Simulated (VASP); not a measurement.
An input for Quantum ESPRESSO's pw.x (written as the equivalent of a VASP run, and not itself run):

```
&CONTROL
  calculation = 'scf'
  pseudo_dir = './pseudo'
  outdir = './out'
  tprnfor = .true.
  tstress = .true.
/
&SYSTEM
  ibrav = 0
  nat = 5
  ntyp = 3
  ecutwfc = 84
  occupations = 'smearing'
  smearing = 'gaussian'
  degauss = 0.000735
  input_dft = 'pz'
/
&ELECTRONS
  conv_thr = 7.3e-08
  electron_maxstep = 100
/
ATOMIC_SPECIES
  Ba 137.327 Ba.upf
  Mg 24.305 Mg.upf
  Sb 121.760 Sb.upf
CELL_PARAMETERS angstrom
     4.7985400    0.0000000    0.0000000
    -2.3992700    4.1556580    0.0000000
     0.0000000    0.0000000    8.2059000
ATOMIC_POSITIONS crystal
  Ba   0.0000000  0.0000000  0.0000000
  Mg   0.6666670  0.3333330  0.3766600
  Mg   0.3333330  0.6666670  0.6233400
  Sb   0.6666670  0.3333330  0.7305100
  Sb   0.3333330  0.6666670  0.2694900
K_POINTS automatic
  2 2 1 0 0 0
```

### Question
Translate this input to VASP (INCAR, KPOINTS, POSCAR, choice of POTCAR).

### Answer
This is not unique; one that fits is 
### POSCAR
```
Ba(MgSb)2
1
    4.7985400000     0.0000000000     0.0000000000
   -2.3992700000     4.1556580000     0.0000000000
    0.0000000000     0.0000000000     8.2059000000
Ba Mg Sb
1 2 2
Direct
  0.0000000000   0.0000000000   0.0000000000
  0.6666670000   0.3333330000   0.3766600000
  0.3333330000   0.6666670000   0.6233400000
  0.6666670000   0.3333330000   0.7305100000
  0.3333330000   0.6666670000   0.2694900000
```

### INCAR
```
ALGO = Normal
EDIFF = 1E-6
ENCUT = 300
ISIF = 2
ISMEAR = 0
LASPH = T
LCHARG = F
LMAXMIX = 4
LREAL = F
LWAVE = F
NELM = 100
PREC = Accurate
SIGMA = 0.01
SYSTEM = Ba(MgSb)2
```

**KPOINTS**
```
Automatic mesh
0
Gamma
2 2 1
0 0 0
```

POTCAR, in this order: Ba_sv Mg Sb (LDA.64 set). Program: vasp_std.

Limits of the translation: the potentials are each code's own (VASP's PAW set, PseudoDojo norm-conserving files in pw.x), so ENCUT and ecutwfc are chosen apart and not converted; conv_thr bounds pw.x's estimated SCF error, while EDIFF bounds the energy change between steps.

The structure comes from a computed database's BaMg2Sb2 entry (P-3m1); how it stands against other phases isn't given here. The cell was not relaxed at this level. The k-mesh is coarse (spacing up to 0.77 per Å, 2π included), so the numbers may not be converged in it. The run is one of a series of settings (KPOINTS 2×2×1 Γ-centred mesh against the base run), some of them coarse on purpose.
